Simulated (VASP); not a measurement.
## Ba2BiSb2: Sb into a neighbouring Sb vacancy

Aim: the barrier for one hop in Ba2BiSb2: Sb into a neighbouring Sb vacancy. The start is a cell from a database of measured crystal structures.

Method: LDA; plane waves and PAW (Bi, Ba_sv, Sb), in VASP 6.6.1.

Most raw output is cut from this account.

### Step 1. The host crystal

Symmetry: Immm, No. 71, orthorhombic system. The conventional cell has a = 4.803 Å, b = 7.688 Å, c = 9.900 Å, α = 90.00°, β = 90.00°, γ = 90.00°. Nearest to Bi lie 4 Sb at 3.32 Å and 4 Ba at 3.67 Å. Nearest to Ba lie 6 Sb at 3.59 to 3.60 Å and 2 Bi at 3.67 Å. Nearest to Sb lie 1 Sb at 3.10 Å and 2 Bi at 3.32 Å and 6 Ba at 3.59 to 3.60 Å. Farther neighbours are not listed.

Coordinates:

```
Bi Ba Sb
1.0
    -2.40130    3.84390    4.95000
     2.40130   -3.84390    4.95000
     2.40130    3.84390   -4.95000
Bi Ba Sb
1 2 2
Cartesian
  0.0000 0.0000 0.0000
  2.4013 0.0000 2.7699
  0.0000 3.8439 2.1801
  2.4013 2.2940 0.0000
  0.0000 1.5499 4.9500
```

### Step 2. Relax the host

First cell and atoms are relaxed at a raised cutoff, so that later runs start from this functional's own cell.

The input, INCAR:

```
SYSTEM = Ba2BiSb2
PREC = Accurate
ENCUT = 350
EDIFF = 1E-06
NELM = 120
ISMEAR = 1
SIGMA = 0.15
LREAL = .FALSE.
ALGO = Normal
GGA = CA
NBANDS = 23
LORBIT = 11
LWAVE = .FALSE.
LCHARG = .FALSE.
KPAR = 3
LASPH = .TRUE.
IBRION = 2
NSW = 40
ISIF = 3
EDIFFG = -0.02
POTIM = 0.4
```

The input, POSCAR:

```
Ba2BiSb2
1.0
   -2.4013000000      3.8439000000      4.9500000000
    2.4013000000     -3.8439000000      4.9500000000
    2.4013000000      3.8439000000     -4.9500000000
Bi Ba Sb
1 2 2
Direct
    0.0000000000      0.0000000000      0.0000000000
    0.2797900000      0.7797900000      0.5000000000
    0.7202100000      0.2202100000      0.5000000000
    0.2984000000      0.5000000000      0.7984000000
    0.7016000000      0.5000000000      0.2016000000
```

The input, KPOINTS:

```
Automatic mesh
0
Gamma
6 6 6
0 0 0
```

Potentials, in the order of the species: Bi, Ba_sv and Sb (LDA family, release 64).

Run with:

```console
> mpirun -np 3 vasp_std
```

Elapsed: 98 s, on 3 MPI ranks of Intel Xeon 6975P-C (Granite Rapids), shared host; peak memory 0.89 GiB.

This run has no spin polarisation. Its electron count is odd, so without a moment it is a metal by construction. The k-mesh is coarse for a metal. Harder data sets than Ba_sv exist (the GW ones), and pressures, volumes and forces can shift noticeably with them. The data set Bi keeps the semicore shell frozen, which is cheaper and a little less accurate. The run keeps the 8 symmetry operations of its start, so it cannot find a distortion of lower symmetry.

Relaxation path:

| step | energy less that of the first step (eV) | largest force (eV/Å) | pressure (GPa) | volume (Å³) |
| --- | --- | --- | --- | --- |
| 1 | 0.0000 | 0.0060 | -1.93 | 182.76 |
| 2 | -0.0662 | 0.0227 | 0.06 | 173.60 |
| 3 | -0.0663 | 0.0233 | 0.12 | 173.38 |
| 4 | -0.0690 | 0.0219 | 0.05 | 173.63 |
| 5 | -0.0699 | 0.0216 | 0.00 | 173.83 |
| 6 | -0.0699 | 0.0214 | 0.00 | 173.88 |
| 7 | -0.0699 | 0.0214 | -0.01 | 173.89 |
| 8 | -0.0700 | 0.0164 | 0.00 | 173.86 |

| conventional cell, symmetrised | before | after | change |
| --- | --- | --- | --- |
| a (Å) | 4.803 | 4.716 | -1.8 % |
| b (Å) | 7.688 | 7.455 | -3.0 % |
| c (Å) | 9.900 | 9.891 | -0.1 % |
| volume (Å³/atom) | 36.55 | 34.77 | -4.9 % |

The relaxed structure:

```xyz
5
Lattice="-2.3580 3.7273 4.9454 2.3580 -3.7273 4.9454 2.3580 3.7273 -4.9454" Properties=species:S:1:pos:R:3 pbc="T T T"
Bi    0.0000    0.0000    0.0000
Ba    2.3580    0.0000    2.7694
Ba    0.0000    3.7273    2.1760
Sb    2.3580    2.2214    0.0000
Sb    0.0000    1.5059    4.9454
```

Numbers from this step:

```yaml
electronic_cycles: 48
electrons: 35
free_energy_toten: -23.12 eV
energy_at_zero_smearing: -23.12 eV
fermi_energy: 4.802 eV
labelled_metallic_from_the_levels_on_this_mesh: yes
```

The run ended after 8 ionic steps, 0.070 eV below its first step, once forces and stress met EDIFFG = -0.02.

### Step 3. Relax the start

System of this step: Ba8Bi4Sb7. The cell holds 19 atoms: 4 Bi, 8 Ba and 7 Sb. Its edges and angles: a = 9.891 Å, b = 8.821 Å, c = 13.253 Å, α = 106.6°, β = 138.3°, γ = 90.0°. It derives from Ba2BiSb2. Nearest the centre at fractional (0.500, 0.000, 0.500): Sb17 at 1.52 Å, Ba7 at 3.22 Å, Ba6 at 3.22 Å, Ba9 at 3.25 Å, Ba12 at 3.25 Å, Bi1 at 4.39 Å, Bi4 at 4.41 Å, Ba5 at 4.64 Å.

A path needs two true minima; the start is relaxed with symmetry off.

The input, INCAR:

```
SYSTEM = Ba8Bi4Sb7
PREC = Normal
ENCUT = 280
EDIFF = 1E-05
NELM = 120
ISMEAR = 1
SIGMA = 0.15
LREAL = Auto
ALGO = Fast
GGA = CA
NBANDS = 86
LORBIT = 11
LWAVE = .FALSE.
LCHARG = .FALSE.
KPAR = 3
LASPH = .TRUE.
IBRION = 2
NSW = 60
ISIF = 2
EDIFFG = -0.05
POTIM = 0.4
MAXMIX = 40
ISYM = 0
```

The input, POSCAR:

```
Ba8Bi4Sb7
1.0
    0.0000000000      0.0000000000      9.8907943628
    4.7160678658     -7.4546261792      0.0000000000
    4.7160678658      7.4546261792     -9.8907943628
Bi Ba Sb
4 8 7
Direct
    0.0025031101     -0.0003693784      0.0018349391
   -0.0006461336     -0.0039777169      0.4984512603
    0.5003781743      0.4980818985     -0.0003590211
    0.5017673073      0.5005855547      0.5006618086
    0.5272449724      0.2486569504      0.2482198796
    0.5307316911      0.2512165146      0.7513230850
    0.0280134647      0.7486870433      0.2479970228
    0.0331871863      0.7476796882      0.7511515292
    0.4613638265      0.7467852372      0.2417172078
    0.4698308393      0.7488181918      0.7493913742
    0.9722354425      0.2559824066      0.2529989686
    0.9765398245      0.2534639954      0.7551990335
    0.3960340751      0.1021247434      0.8956954476
    0.8961993447      0.6028814240      0.3975808853
    0.8973773525      0.6021184131      0.8975760625
    0.6002302762      0.8991508868      0.1012540396
    0.6041070656      0.8990596954      0.6034582839
    0.0992363765      0.3962797026      0.1002503294
    0.1032794006      0.4022980902      0.6014302727
```

The input, KPOINTS:

```
Automatic mesh
0
Gamma
3 3 3
0 0 0
```

Run with:

```console
> mpirun -np 3 vasp_std
```

It took 5.7 min on 3 MPI ranks; peak memory 1.1 GiB; 15 min of CPU time.

Step by step:

| step | energy less that of the first step (eV) | largest force (eV/Å) |
| --- | --- | --- |
| 1 | 0.0000 | 0.2284 |
| 2 | -0.0112 | 0.1956 |
| 3 | -0.0331 | 0.1721 |
| 4 | -0.0248 | 0.2035 |
| 5 | -0.0383 | 0.1638 |
| 6 | -0.0429 | 0.1395 |
| 7 | -0.0510 | 0.0758 |
| 8 | -0.0513 | 0.0708 |
| 9 | -0.0557 | 0.0545 |
| 10 | -0.0573 | 0.0444 |

The atoms that moved most (Å):

| atom | dx | dy | dz | length |
| --- | --- | --- | --- | --- |
| Sb17 | -0.020 | -0.189 | -0.014 | 0.190 |
| Bi2 | 0.029 | -0.085 | -0.004 | 0.090 |
| Sb18 | 0.007 | 0.082 | 0.014 | 0.083 |
| Ba9 | 0.019 | 0.075 | 0.010 | 0.078 |
| Ba8 | 0.011 | -0.029 | -0.045 | 0.055 |
| Ba11 | -0.049 | 0.020 | -0.006 | 0.053 |
| Bi4 | 0.037 | -0.034 | -0.014 | 0.052 |
| Ba7 | -0.024 | 0.038 | 0.007 | 0.046 |

The relaxed structure:

```xyz
19
Lattice="0.0000 0.0000 9.8908 4.7161 -7.4546 0.0000 4.7161 7.4546 -9.8908" Properties=species:S:1:pos:R:3 pbc="T T T"
Bi   -0.0247    0.0167    0.0046
Bi    2.3612    3.6600   -4.9404
Bi    2.3555   -3.7183    4.9472
Bi    4.7586   -0.0335   -0.0026
Ba    2.3618   -0.0039    2.7895
Ba    4.7469    3.7652   -2.1753
Ba    4.6760   -3.6946   -2.1686
Ba    7.0792   -0.0031   -7.1462
Ba    4.6807   -3.6905    2.1826
Ba    7.0679   -0.0007   -2.7427
Ba    2.3515   -0.0024    7.1074
Ba    4.7488    3.7660    2.1763
Sb    4.7162    5.9448   -4.9457
Sb    4.7223   -1.5106    4.9526
Sb    7.0653    2.2020    0.0062
Sb    4.6992   -5.9458    4.9437
Sb    7.0657   -2.3922   -0.0072
Sb    2.3491   -2.1253    0.0040
Sb    4.7282    1.5024   -4.9480
```

Numbers from this step:

- electronic cycles: 93
- electrons: 135
- free energy (TOTEN): -86.1849 eV
- energy at zero smearing: -86.1811 eV
- Fermi energy: 4.459 eV

The run ended after 10 ionic steps, 0.057 eV below its first step, once the forces on the free atoms met EDIFFG = -0.05.

### Step 4. Relax the end

The end state is relaxed in the same way, so that both ends share their errors.

INCAR is that of step 3.

The input, POSCAR:

```
Ba8Bi4Sb7
1.0
    0.0000000000      0.0000000000      9.8907943628
    4.7160678658     -7.4546261792      0.0000000000
    4.7160678658      7.4546261792     -9.8907943628
Bi Ba Sb
4 8 7
Direct
   -0.0023524061      0.0016325900     -0.0017176756
   -0.0015054105     -0.0002512166      0.5004806547
    0.4969758408      0.4973841821     -0.0020803530
    0.4981842415      0.4994805120      0.5015182252
    0.5315805625      0.2488966059      0.2521822086
    0.5298023043      0.2472716436      0.7492898369
    0.0284401699      0.7523627291      0.2514365507
    0.0307364226      0.7503647877      0.7491686763
    0.4658061845      0.7525982820      0.2482228802
    0.4714912631      0.7509621256      0.7527858656
    0.9715426647      0.2494000620      0.2505954903
    0.9720103271      0.2515139308      0.7522020555
    0.3953121090      0.0990387501      0.8998635215
    0.8958642496      0.6006655651      0.3987464224
    0.9005721363      0.6025832010      0.8988282020
    0.6040997694      0.8978322191      0.1016351674
    0.3955713166      1.1029905424      0.3986333935
    0.1031801057      0.4028633476      0.1045724407
    0.1027760568      0.3995588135      0.6010529550
```

KPOINTS is that of step 3.

Run with:

```console
> mpirun -np 3 vasp_std
```

The job ended after 5.6 min (3 MPI ranks; peak memory 1.1 GiB).

Step by step:

| step | energy less that of the first step (eV) | largest force (eV/Å) |
| --- | --- | --- |
| 1 | 0.0000 | 0.2220 |
| 2 | -0.0111 | 0.2009 |
| 3 | -0.0331 | 0.1544 |
| 4 | -0.0275 | 0.2128 |
| 5 | -0.0386 | 0.1304 |
| 6 | -0.0436 | 0.1065 |
| 7 | -0.0494 | 0.0922 |
| 8 | -0.0522 | 0.0851 |
| 9 | -0.0529 | 0.0711 |
| 10 | -0.0567 | 0.0429 |

The atoms that moved most (Å):

| atom | dx | dy | dz | length |
| --- | --- | --- | --- | --- |
| Sb17 | -0.001 | 0.147 | 0.020 | 0.148 |
| Sb15 | 0.006 | -0.082 | -0.029 | 0.087 |
| Ba6 | 0.055 | -0.040 | -0.012 | 0.069 |
| Bi2 | 0.005 | 0.057 | 0.014 | 0.059 |
| Ba7 | -0.041 | -0.025 | 0.020 | 0.052 |
| Sb13 | 0.018 | -0.026 | 0.040 | 0.051 |
| Bi4 | -0.038 | 0.016 | 0.025 | 0.048 |
| Sb16 | 0.009 | -0.014 | -0.037 | 0.040 |

Final coordinates:

```xyz
19
Lattice="0.0000 0.0000 9.8908 4.7161 -7.4546 0.0000 4.7161 7.4546 -9.8908" Properties=species:S:1:pos:R:3 pbc="T T T"
Bi    0.0121   -0.0291   -0.0122
Bi    2.3642    3.7895   -4.9514
Bi    2.3670   -3.7376    4.9360
Bi    4.6832    0.0316   -0.0075
Ba    2.3578   -0.0049    2.7440
Ba    4.7552    3.7021   -2.1828
Ba    4.6931   -3.7590   -2.1853
Ba    7.0763    0.0085   -7.1121
Ba    4.6886   -3.7565    2.1701
Ba    7.0725    0.0092   -2.8044
Ba    2.3588   -0.0023    7.1340
Ba    4.7555    3.7032    2.1635
Sb    4.7284    5.9441   -4.9504
Sb    4.7127   -1.5033    4.9407
Sb    7.0872    2.1266   -0.0119
Sb    4.7223   -5.9494    4.9330
Sb    7.0808   -5.1037   -0.0101
Sb    2.3655   -2.2020   -0.0037
Sb    4.7187    1.5167   -4.9608
```

This step gave:

```yaml
electronic_cycles: 99
free_energy_toten: -86.1841 eV
energy_at_zero_smearing: -86.1802 eV
fermi_energy: 4.467 eV
```

The run ended after 10 ionic steps, 0.057 eV below its first step, once the forces on the free atoms met EDIFFG = -0.05.

### Step 5. Nudged elastic band

Images on a straight line between the ends relax across the path, while springs keep them spaced along it.

The input, INCAR:

```
SYSTEM = Ba8Bi4Sb7
PREC = Normal
ENCUT = 280
EDIFF = 1E-05
NELM = 120
ISMEAR = 1
SIGMA = 0.15
LREAL = Auto
ALGO = Fast
GGA = CA
NBANDS = 86
LWAVE = .FALSE.
LCHARG = .FALSE.
LASPH = .TRUE.
IMAGES = 3
SPRING = -5
IBRION = 3
POTIM = 0.15
NSW = 60
EDIFFG = -0.05
ISYM = 0
ISIF = 0
SMASS = 1
```

The input, POSCAR:

```
Ba8Bi4Sb7
1.0
    0.0000000000      0.0000000000      9.8907943628
    4.7160678658     -7.4546261792      0.0000000000
    4.7160678658      7.4546261792     -9.8907943628
Bi Ba Sb
4 8 7
Direct
    0.9989670754      0.9962588875      0.9984990274
    0.9963223632      0.0048534564      0.4958189852
    0.5005086687      0.4991251545      0.0003279579
    0.5020042588      0.5067616353      0.5022667197
    0.5321610375      0.2506587591      0.2501315828
    0.5358799512      0.2507318815      0.7558161349
    0.0286909452      0.7435606419      0.2479434828
    0.0278164777      0.7507432495      0.7503311227
    0.4693907278      0.7437813517      0.2487201466
    0.4719950059      0.7493888808      0.7492974166
    0.9677386369      0.2494657296      0.2491477861
    0.9760953482      0.2508812180      0.7560664741
    0.3987179520      0.1012861516      0.8987480519
    0.9000658371      0.6019840137      0.3993382046
    0.8973902691      0.6013699896      0.8967616204
    0.5992348644      0.8970086266      0.0994050630
    0.5879315448      0.9095569140      0.5886554182
    0.1069074784      0.3915962277      0.1065039331
    0.1017951543      0.4005105718      0.6020532805
```

KPOINTS is that of step 4.

The input, 00/POSCAR:

```
Ba8Bi4Sb7
1.0
    0.0000000000      0.0000000000      9.8907943628
    4.7160678658     -7.4546261792      0.0000000000
    4.7160678658      7.4546261792     -9.8907943628
Bi Ba Sb
4 8 7
Direct
    0.9989670754      0.9962588875      0.9984990274
    0.9963223632      0.0048534564      0.4958189852
    0.5005086687      0.4991251545      0.0003279579
    0.5020042588      0.5067616353      0.5022667197
    0.5321610375      0.2506587591      0.2501315828
    0.5358799512      0.2507318815      0.7558161349
    0.0286909452      0.7435606419      0.2479434828
    0.0278164777      0.7507432495      0.7503311227
    0.4693907278      0.7437813517      0.2487201466
    0.4719950059      0.7493888808      0.7492974166
    0.9677386369      0.2494657296      0.2491477861
    0.9760953482      0.2508812180      0.7560664741
    0.3987179520      0.1012861516      0.8987480519
    0.9000658371      0.6019840137      0.3993382046
    0.8973902691      0.6013699896      0.8967616204
    0.5992348644      0.8970086266      0.0994050630
    0.5879315448      0.9095569140      0.5886554182
    0.1069074784      0.3915962277      0.1065039331
    0.1017951543      0.4005105718      0.6020532805
```

The input, 01/POSCAR:

```
Ba8Bi4Sb7
1.0
    0.0000000000      0.0000000000      9.8907943628
    4.7160678658     -7.4546261792      0.0000000000
    4.7160678658      7.4546261792     -9.8907943628
Bi Ba Sb
4 8 7
Direct
    0.9987495560      0.9980013677      0.9987068468
    0.9982954084      0.0027602574      0.4980703549
    0.5002090644      0.4997524742      0.0003111421
    0.5009737837      0.5036705464      0.5013603416
    0.5308902598      0.2505688402      0.2500105023
    0.5348538452      0.2520098370      0.7549773718
    0.0276441154      0.7450941044      0.2473190850
    0.0287980478      0.7504728449      0.7504485085
    0.4681778231      0.7450976060      0.2478224665
    0.4707234945      0.7493450295      0.7495844854
    0.9686034650      0.2496588723      0.2493418935
    0.9748943614      0.2521095134      0.7551892065
    0.3989089483      0.1016207516      0.8990582749
    0.8996324583      0.6016048856      0.3992063024
    0.8962484855      0.6032141043      0.8960770319
    0.5995157161      0.8976824917      0.0999577592
    0.5427916346      0.9554261734      0.5435903132
    0.1058620054      0.3933193202      0.1056540587
    0.1014597014      0.4000206537      0.6020424907
```

The input, 02/POSCAR:

```
Ba8Bi4Sb7
1.0
    0.0000000000      0.0000000000      9.8907943628
    4.7160678658     -7.4546261792      0.0000000000
    4.7160678658      7.4546261792     -9.8907943628
Bi Ba Sb
4 8 7
Direct
    0.9985320367      0.9997438478      0.9989146662
    1.0002684536      0.0006670584      0.5003217246
    0.4999094600      0.5003797938      0.0002943263
    0.4999433086      0.5005794576      0.5004539636
    0.5296194822      0.2504789212      0.2498894218
    0.5338277391      0.2532877925      0.7541386087
    0.0265972856      0.7466275669      0.2466946872
    0.0297796180      0.7502024403      0.7505658942
    0.4669649184      0.7464138603      0.2469247864
    0.4694519830      0.7493011782      0.7498715541
    0.9694682932      0.2498520150      0.2495360008
    0.9736933746      0.2533378088      0.7543119389
    0.3990999445      0.1019553516      0.8993684979
    0.8991990796      0.6012257576      0.3990744002
    0.8951067019      0.6050582190      0.8953924434
    0.5997965677      0.8983563568      0.1005104553
    0.4976517245      1.0012954328      0.4985252082
    0.1048165325      0.3950424128      0.1048041842
    0.1011242484      0.3995307355      0.6020317010
```

The input, 03/POSCAR:

```
Ba8Bi4Sb7
1.0
    0.0000000000      0.0000000000      9.8907943628
    4.7160678658     -7.4546261792      0.0000000000
    4.7160678658      7.4546261792     -9.8907943628
Bi Ba Sb
4 8 7
Direct
    0.9983145174      1.0014863280      0.9991224856
    1.0022414988     -0.0014261406      0.5025730944
    0.4996098557      0.5010071134      0.0002775105
    0.4989128335      0.4974883687      0.4995475856
    0.5283487045      0.2503890022      0.2497683412
    0.5328016330      0.2545657480      0.7532998457
    0.0255504559      0.7481610294      0.2460702894
    0.0307611882      0.7499320357      0.7506832800
    0.4657520137      0.7477301146      0.2460271062
    0.4681804716      0.7492573268      0.7501586228
    0.9703331213      0.2500451578      0.2497301082
    0.9724923878      0.2545661043      0.7534346713
    0.3992909408      0.1022899516      0.8996787209
    0.8987657008      0.6008466295      0.3989424981
    0.8939649183      0.6069023338      0.8947078548
    0.6000774194      0.8990302219      0.1010631514
    0.4525118144      1.0471646921      0.4534601032
    0.1037710596      0.3967655053      0.1039543098
    0.1007887955      0.3990408174      0.6020209112
```

The input, 04/POSCAR:

```
Ba8Bi4Sb7
1.0
    0.0000000000      0.0000000000      9.8907943628
    4.7160678658     -7.4546261792      0.0000000000
    4.7160678658      7.4546261792     -9.8907943628
Bi Ba Sb
4 8 7
Direct
    0.9980969980      1.0032288082      0.9993303050
    1.0042145440     -0.0035193396      0.5048244641
    0.4993102514      0.5016344331      0.0002606947
    0.4978823584      0.4943972798      0.4986412075
    0.5270779268      0.2502990833      0.2496472607
    0.5317755270      0.2558437035      0.7524610826
    0.0245036261      0.7496944919      0.2454458916
    0.0317427583      0.7496616311      0.7508006658
    0.4645391090      0.7490463689      0.2451294261
    0.4669089602      0.7492134755      0.7504456916
    0.9711979494      0.2502383005      0.2499242156
    0.9712914010      0.2557943997      0.7525574037
    0.3994819371      0.1026245516      0.8999889439
    0.8983323220      0.6004675014      0.3988105959
    0.8928231347      0.6087464485      0.8940232663
    0.6003582711      0.8997040870      0.1016158476
    0.4073719042      1.0930339515      0.4083949982
    0.1027255866      0.3984885978      0.1031044353
    0.1004533426      0.3985508993      0.6020101215
```

Run with:

```console
> mpirun -np 3 vasp_std
```

Wall time 37 min (3 MPI ranks); peak memory 1 GiB.

The band used up its steps before its forces met the threshold, so no barrier is taken from it.

### Step 6. Outcome

```
result : none
```

In words: The session ends without its result: «nudged elastic band» used up its steps.

[Lines on the potential files, build, host, timing and source positions are cut from VASP's logs without a mark.]

[Logs are printed without paths, hosts, clocks, repeated set-up lines and the standing remarks that a program may print on its own settings, such as how far it seeks lower states.]

[Hosts, paths, dates, database ids (printed as entryN), source tags and the programs' standing remarks are cut or masked in the printed files.]

[Runs that stopped without an error message from VASP are left out.]
